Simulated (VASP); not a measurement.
```xyz
2
Lattice="3.0128 0.0000 0.0000 0.0000 3.0128 0.0000 0.0000 0.0000 3.0128" Properties=species:S:1:pos:R:3 pbc="T T T"
Be     0.0000     0.0000     0.0000
Se     1.5064     1.5064     1.5064
```

Level of theory: PBEsol GGA, VASP's PBE PAW potentials (set 64) (plane waves; VASP). Numerical set-up: 500 eV cut-off, 12×12×12 Γ-centred mesh, first-order Methfessel-Paxton smearing of 0.10 eV, potentials Be Se.

### Question
Predict the energy per atom (σ→0), pressure, band gap (on the k-mesh) with the smallest direct gap where there is one.

### Answer

```json
{
  "band gap (on the k-mesh)": "none (metal, semimetal or under 0.01 eV)",
  "energy per atom (σ→0)": "-3.457 eV/atom",
  "pressure": "5.02 GPa"
}
```

The structure was generated: BeSe was put into the CsCl type type (Pm-3m), which need not be its known phase. It was relaxed first under an external pressure of 5 GPa.
